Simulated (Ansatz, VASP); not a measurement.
FeB3 in VASP and in Ansatz

The input INCAR:

```
ALGO = Fast
EDIFF = 1E-6
ENCUT = 520
GGA = PE
ISIF = 2
ISMEAR = 0
LASPH = T
LCHARG = T
LELF = T
LREAL = F
LVHAR = T
LWAVE = F
NBANDS = 16
NELM = 100
PREC = Accurate
SIGMA = 0.1
```

Contents of KPOINTS:

```
k-points
0
Gamma
  16 16 16
```

Contents of POSCAR:

```
FeB3
1.0
    0.0000000000      2.3910598622      2.3910598622
    2.3910598622      0.0000000000      2.3910598622
    2.3910598622      2.3910598622      0.0000000000
Fe B
1 3
Direct
    0.0000000000      0.0000000000      0.0000000000
    0.2500000000      0.2500000000      0.2500000000
    0.7500000000      0.7500000000      0.7500000000
    0.5000000000      0.5000000000      0.5000000000
```

Input for Ansatz:

```yaml
crystal:
  lattice:
    - [0.0, 2.3910598622, 2.3910598622]
    - [2.3910598622, 0.0, 2.3910598622]
    - [2.3910598622, 2.3910598622, 0.0]
  atoms:
    - { symbol: Fe, position: [0.0, 0.0, 0.0] }
    - { symbol: B, position: [0.25, 0.25, 0.25] }
    - { symbol: B, position: [0.75, 0.75, 0.75] }
    - { symbol: B, position: [0.5, 0.5, 0.5] }
basis:
  ecutwfc: 420
kpoints:
  mp_grid: { grid: [16, 16, 16] }
  band_path:
    path:
      - [[0.0, 0.0, 0.0], [0.5, 0.0, 0.5], [0.625, 0.25, 0.625]]
      - [[0.375, 0.375, 0.75], [0.0, 0.0, 0.0], [0.5, 0.5, 0.5], [0.5, 0.25, 0.75], [0.5, 0.0, 0.5]]
    npoints: 14
hamiltonian:
  xc: pbe
scf:
  occupations: { method: gaussian, width: 0.1 }
  n_extra_bands: 10
output:
  forces: true
  stress: true
  eigenvalues: true
  populations: true
  dos: { projected: true, de: 0.02, nscf_kmesh: { grid: [20, 20, 20] } }
  bader: true
```

The cell was built by a generator and needn't be a form met in nature.

Alike in both runs: task single point; functional PBE; k mesh 16 × 16 × 16; occupations gaussian, width 0.1 eV; no spin polarisation.

|  | VASP | Ansatz |
| --- | --- | --- |
| version | VASP 6.6.1 | Ansatz 0.2.0 |
| potentials or method | VASP PAW PBE potentials, release 64 (Fe, B) | scalar-relativistic, plane waves, PAW |
| plane-wave cutoff (eV) | 520 | 420 |
| valence electrons in the cell | 17 | 25 |

VASP gave:

* gap on the k mesh at the Fermi level (eV): none
* pressure (GPa): 0.7

Which values does Ansatz return?

gap on the k mesh at the Fermi level (eV): none; pressure (GPa): 0.0.

A gap of «none» marks a metal or a gap that the smearing closes. The functional is the same, so the differences come from potentials, cutoffs and numerics. The two sets of potentials don't hold the same shells in valence.

Spin polarisation is off, so any magnetic state and its effect on volume and gap are missing.
